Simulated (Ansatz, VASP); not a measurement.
# SiBr in VASP and in Ansatz

```
CELL_PARAMETERS angstrom
3.33917 0.00000 0.00000
-1.66959 2.89181 0.00000
0.00000 0.00000 10.21716
ATOMIC_POSITIONS crystal
Si 0.33333 0.66667 0.34262
Si 0.66667 0.33333 0.84262
Br 0.33333 0.66667 0.03051
Br 0.66667 0.33333 0.53051
```

Alike in both runs: functional PBE; k mesh 6 × 6 × 4; occupations gaussian, width 0.1 eV; no spin polarisation.

Ansatz relaxed the structure, and its values are those at the end. VASP's run is a single point on that final structure, the one shown.

```csv
,VASP,Ansatz
version,VASP 6.6.1,Ansatz 0.2.0
potentials or method,"VASP PAW PBE potentials, release 64 (Si, Br)","scalar-relativistic, plane waves, PAW"
plane-wave cutoff (eV),520,420
valence electrons in the cell,22,22
```

Ansatz gave:

| Item | Value |
| --- | --- |
| gap on the k mesh at the Fermi level (eV) | none |
| pressure (GPa) | 0.1 |
| rms of the force components (eV/Å) | 0.007 |

Q: Estimate VASP's values.

A: gap on the k mesh at the Fermi level (eV): none; pressure (GPa): 0.1; rms of the force components (eV/Å): 0.006.

A gap of «none» marks a metal or a gap that the smearing closes.

Caveats: the k mesh is coarse (spacing up to 0.36 Å⁻¹), so the values aren't converged; this functional lacks dispersion, which binds the layers, so the pressure and a relaxed spacing across them are unreliable.
